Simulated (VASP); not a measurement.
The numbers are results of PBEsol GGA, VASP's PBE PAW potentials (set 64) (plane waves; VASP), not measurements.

VASP input:

POSCAR:
```
AlN
1
    3.0883972221     0.0000000000     0.0000000000
   -1.5441986110     2.6746300537     0.0000000000
    0.0000000000     0.0000000000     4.9444477325
Al N
2 2
Direct
  0.3333330000   0.6666670000   0.9965553955
  0.6666670000   0.3333330000   0.4965553955
  0.3333330000   0.6666670000   0.3784446045
  0.6666670000   0.3333330000   0.8784446045
```

INCAR:
```
NELM = 100
LWAVE = .FALSE.
IBRION = 2   # conjugate gradients
GGA = PS   # PBEsol
LCHARG = .FALSE.
ENCUT = 620
ISMEAR = 0
LASPH = .TRUE.
EDIFFG = -0.02   # ionic stop
ALGO = Normal
EDIFF = 1E-6   # SCF stop (eV)
PSTRESS = 50
LREAL = .FALSE.
ISIF = 3
SIGMA = 0.05   # width (eV)
NSW = 40
PREC = Accurate
SYSTEM = AlN
```

**KPOINTS**
```
Automatic mesh
0
Gamma
8 8 5
0 0 0
```

POTCAR, in this order: Al N (PBE.64 set). Program: vasp_std.

The run wrote:

File OSZICAR:
```
       N       E                     dE             d eps       ncg     rms          rms(c)
DAV:   1     0.552992403886E+02    0.55299E+02   -0.85092E+03   720   0.138E+03
DAV:   2    -0.314777313174E+02   -0.86777E+02   -0.79581E+02  1048   0.253E+02
DAV:   3    -0.358079799724E+02   -0.43302E+01   -0.43132E+01   952   0.612E+01
DAV:   4    -0.358450155205E+02   -0.37036E-01   -0.37023E-01   860   0.646E+00
DAV:   5    -0.358455256380E+02   -0.51012E-03   -0.51010E-03   920   0.744E-01    0.119E+01
DAV:   6    -0.313652163504E+02    0.44803E+01   -0.15379E+01   876   0.319E+01    0.426E+00
DAV:   7    -0.313369375705E+02    0.28279E-01   -0.61664E-01   800   0.671E+00    0.285E+00
DAV:   8    -0.313050200216E+02    0.31918E-01   -0.76700E-02   824   0.308E+00    0.451E-01
DAV:   9    -0.313007046912E+02    0.43153E-02   -0.16435E-02   916   0.995E-01    0.237E-01
DAV:  10    -0.313010014413E+02   -0.29675E-03   -0.13633E-03   868   0.315E-01    0.150E-01
DAV:  11    -0.313009198846E+02    0.81557E-04   -0.21829E-04   836   0.124E-01    0.293E-02
DAV:  12    -0.313009198946E+02   -0.99899E-08   -0.40900E-06   856   0.235E-02
   1 F= -.30026319E+02 E0= -.30026319E+02  d E =-.300263E+02
       N       E                     dE             d eps       ncg     rms          rms(c)
DAV:   1    -0.313001732061E+02    0.74668E-03   -0.64780E-03   720   0.777E-01    0.489E-02
DAV:   2    -0.313001188894E+02    0.54317E-04   -0.91488E-05   908   0.921E-02    0.240E-02
DAV:   3    -0.313001017718E+02    0.17118E-04   -0.26416E-05   872   0.451E-02    0.693E-03
DAV:   4    -0.313001002875E+02    0.14843E-05   -0.40879E-06   856   0.182E-02    0.219E-03
DAV:   5    -0.313001002641E+02    0.23362E-07   -0.42551E-07   372   0.604E-03
   2 F= -.30026397E+02 E0= -.30026397E+02  d E =-.774073E-04
```

### OUTCAR
```
------------------------ aborting loop because EDIFF is reached ----------------------------------------
  FORCE on cell =-STRESS in cart. coord.  units (eV):
  Direction    XX          YY          ZZ          XY          YZ          ZX
  --------------------------------------------------------------------------------------
  Total        1.3103684      1.3103680      1.2900997      0.0000000      0.0000000      0.0000000
  in kB       51.4393029     51.4392871     50.6436449      0.0000000      0.0000000      0.0000000
  external PRESSURE =       1.1740783 kB  Pullay stress =      50.0000000 kB
  volume of cell :       40.81
      direct lattice vectors                 reciprocal lattice vectors
     3.088975915  0.000000000  0.000000000     0.323731886  0.186906720  0.000000000
    -1.544487958  2.675131204  0.000000000    -0.000000000  0.373813441  0.000000000
     0.000000000  0.000000000  4.939116831     0.000000000  0.000000000  0.202465346
  FREE ENERGIE OF THE ION-ELECTRON SYSTEM (eV)
  ---------------------------------------------------
  free  energy   TOTEN  =       -31.3001002641 eV

  energy  without entropy=      -31.3001002641  energy(sigma->0) =      -31.30010026
  enthalpy is  TOTEN    =       -30.0263967982 eV   P V=        1.2737034659

 reached required accuracy - stopping structural energy minimisation
```
(Selected blocks of OUTCAR.)

CONTCAR:
```
AlN
   1.00000000000000
     3.0889759154055603    0.0000000000008984    0.0000000000000000
    -1.5444879576519930    2.6751312043549347    0.0000000000000000
     0.0000000000000000    0.0000000000000000    4.9391168314127158
  Al              N
     2     2
Direct
     0.3333330000000032    0.6666669999999968    0.9964292302891332
     0.6666669999999968    0.3333330000000032    0.4964292302891333
     0.3333330000000032    0.6666669999999968    0.3785707697108667
     0.6666669999999968    0.3333330000000032    0.8785707697108668
```

The structure was generated: AlN was put into the wurtzite type (P6_3mc), which need not be its known phase. This run relaxes it under an external pressure of 5 GPa. Symmetry was kept, so distortions that lower it aren't found.
